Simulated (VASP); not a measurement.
Al, 1 atom in the cell. It takes space group Fm-3m (No. 225, cubic). Conventional cell: a = 4.050 Å, b = 4.050 Å, c = 4.050 Å, α = 90.00°, β = 90.00°, γ = 90.00°. Al (site symmetry m-3m) has 12 Al at 2.86 Å as nearest neighbours. 

| Item | Value |
| --- | --- |
| Program | VASP 6.6.1 |
| Task | relaxation of cell and atoms |
| Functional | PBE |
| Potentials or basis | VASP PAW PBE potentials, release 64 (Al) |
| Cutoff | 600 eV |
| k mesh | 16 × 16 × 16 |
| Occupations | methfessel-paxton, width 0.1 eV |
| Spin | no spin polarisation |
| Further INCAR settings | ALGO = Normal; EDIFF = 1e-06; IBRION = 2; EDIFFG = -0.01; NSW = 90; ISIF = 3 |

Potentials or basis: VASP PAW PBE potentials, release 64 (Al).

Run with:

```bash
$ cat potpaw_PBE.64/Al/POTCAR > POTCAR
$ mpirun -np 1 vasp_std > vasp.out
```

Hardware: 1 thread of Intel(R) Xeon(R) 6975P-C (Granite Rapids), on a shared host.

Problem. How long does it take, and how much memory?

Solution. It took 5.5 s on 1 thread of Intel(R) Xeon(R) 6975P-C (Granite Rapids), on a shared host, peak memory 0.14 GiB. Counts: scf iterations 16, k points 145, ion steps 3.
